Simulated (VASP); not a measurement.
Consider the following.

```xyz
2
Lattice="3.3928 0.0000 0.0000 0.0000 3.3928 0.0000 0.0000 0.0000 3.3928" Properties=species:S:1:pos:R:3 pbc="T T T"
In     0.0000     0.0000     0.0000
P      1.6964     1.6964     1.6964
```

The numbers are results of PBEsol GGA, VASP's PBE PAW potentials (set 64) (plane waves; VASP), not measurements. Numerical set-up: 500 eV cut-off, 11×11×11 Γ-centred mesh, first-order Methfessel-Paxton smearing of 0.10 eV, potentials In_d P.

Unless said otherwise, spin-orbit coupling is left out, though it shifts the bands of the heavy elements here.

Question: Estimate the energy per atom (σ→0), band gap (on the k-mesh) with the smallest direct gap where there is one.

Answer: 
| Item | Value |
|---|---|
| band gap (on the k-mesh) | none (metal, semimetal or under 0.01 eV) |
| energy per atom (σ→0) | -391.9 kJ/mol of atoms |

Only differences to runs with the same potentials and settings are physical.

The structure was generated: InP was put into the CsCl type type (Pm-3m), which need not be its known phase. It was relaxed first, which changed the volume by +15 %.
